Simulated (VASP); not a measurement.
Method: PBEsol GGA, VASP's PBE PAW potentials (set 64) (plane waves; VASP 6.6.1).

A VASP calculation is set up with these files.

KPOINTS:
```
Regular mesh
0
Gamma
 7 7 7
```

INCAR:
```
SYSTEM = Bi4Te3
PREC = Accurate; ENCUT = 300; LREAL = .False.
LASPH = .True.
EDIFF = 1E-6; NELM = 100; ALGO = Normal
LMAXMIX = 4
ISMEAR = 0; SIGMA = 0.136
GGA = PS
ISIF = 2
LWAVE = .False.; LCHARG = .False.
```

POSCAR:
```
Bi4Te3
13.9626670
  0.1593893201   0.0920234651   1.0000000000
 -0.1593893201   0.0920234651   1.0000000000
  0.0000000000  -0.1840469303   1.0000000000
Bi Te
4 3
Direct
  0.7171670000   0.7171670000   0.7171670000
  0.2828330000   0.2828330000   0.2828330000
  0.1460000000   0.1460000000   0.1460000000
  0.8540000000   0.8540000000   0.8540000000
  0.0000000000   0.0000000000   0.0000000000
  0.4260330000   0.4260330000   0.4260330000
  0.5739670000   0.5739670000   0.5739670000
```

POTCAR, in this order: Bi_d Te (PBE.64 set). Program: vasp_std.

Output

File OSZICAR:
```
       N       E                     dE             d eps       ncg     rms          rms(c)
DAV:   1     0.679291962216E+03    0.67929E+03   -0.28295E+04  4128   0.121E+03
DAV:   2     0.446979036592E+02   -0.63459E+03   -0.62111E+03  4296   0.385E+02
DAV:   3    -0.259625435747E+02   -0.70660E+02   -0.68531E+02  4858   0.152E+02
DAV:   4    -0.290086109495E+02   -0.30461E+01   -0.30160E+01  4762   0.337E+01
DAV:   5    -0.291477926046E+02   -0.13918E+00   -0.13908E+00  5840   0.616E+00    0.835E+00
DAV:   6    -0.288249200971E+02    0.32287E+00   -0.81551E-01  5098   0.619E+00    0.623E+00
DAV:   7    -0.288287564991E+02   -0.38364E-02   -0.36275E-01  4678   0.296E+00    0.180E+00
DAV:   8    -0.288159848195E+02    0.12772E-01   -0.11113E-01  4762   0.142E+00    0.468E-01
DAV:   9    -0.288150745690E+02    0.91025E-03   -0.19642E-02  4740   0.617E-01    0.302E-01
DAV:  10    -0.288150532770E+02    0.21292E-04   -0.48956E-03  4784   0.357E-01    0.816E-02
DAV:  11    -0.288150411565E+02    0.12121E-04   -0.97083E-04  4856   0.148E-01    0.418E-02
DAV:  12    -0.288150478016E+02   -0.66452E-05   -0.94087E-05  4946   0.483E-02    0.225E-02
DAV:  13    -0.288150475061E+02    0.29555E-06   -0.12333E-05  4778   0.153E-02    0.643E-03
DAV:  14    -0.288150477086E+02   -0.20256E-06   -0.17224E-06  3158   0.644E-03
   1 F= -.28815048E+02 E0= -.28813722E+02  d E =-.265150E-02
```

File OUTCAR:
```
------------------------ aborting loop because EDIFF is reached ----------------------------------------
  FORCE on cell =-STRESS in cart. coord.  units (eV):
  Direction    XX          YY          ZZ          XY          YZ          ZX
  --------------------------------------------------------------------------------------
  Total       -2.2436285     -2.2436285     -3.4883051      0.0000000     -0.0000000      0.0000000
  in kB      -15.0053920    -15.0053914    -23.3297913      0.0000000     -0.0000000      0.0000000
  external PRESSURE =     -17.7801916 kB  Pullay stress =       0.0000000 kB
  volume of cell :      239.56
      direct lattice vectors                 reciprocal lattice vectors
     2.225500000  1.284893000 13.962667000     0.224668614  0.129712487  0.023873185
    -2.225500000  1.284893000 13.962667000    -0.224668614  0.129712487  0.023873185
     0.000000000 -2.569786000 13.962667000     0.000000000 -0.259424974  0.023873185
 POSITION                                       TOTAL-FORCE (eV/Angst)
 -----------------------------------------------------------------------------------
      0.00000      0.00000     30.04069         0.000000      0.000000     -0.194376
      0.00000      0.00000     11.84731         0.000000      0.000000      0.194376
      0.00000      0.00000      6.11565         0.000000      0.000000      0.402745
      0.00000      0.00000     35.77235         0.000000      0.000000     -0.402745
      0.00000      0.00000      0.00000         0.000000      0.000000     -0.000000
      0.00000      0.00000     17.84567         0.000000      0.000000     -0.419471
      0.00000      0.00000     24.04233         0.000000     -0.000000      0.419471
 -----------------------------------------------------------------------------------
    total drift:                                0.000000      0.000000     -0.000000
  FREE ENERGIE OF THE ION-ELECTRON SYSTEM (eV)
  ---------------------------------------------------
  free  energy   TOTEN  =       -28.8150477086 eV

  energy  without entropy=      -28.8123962059  energy(sigma->0) =      -28.81372196
```
(Selected blocks of OUTCAR.)

At this cut-off the stress carries a Pulay error, which pulls relaxed volumes low.

The structure comes from a measured Bi4Te3 entry of the Crystallography Open Database, whose conditions weren't checked. The cell was not relaxed at this level. The run is one of a series of settings (KPOINTS 7×7×7 Γ-centred mesh against the base run), some of them coarse on purpose.
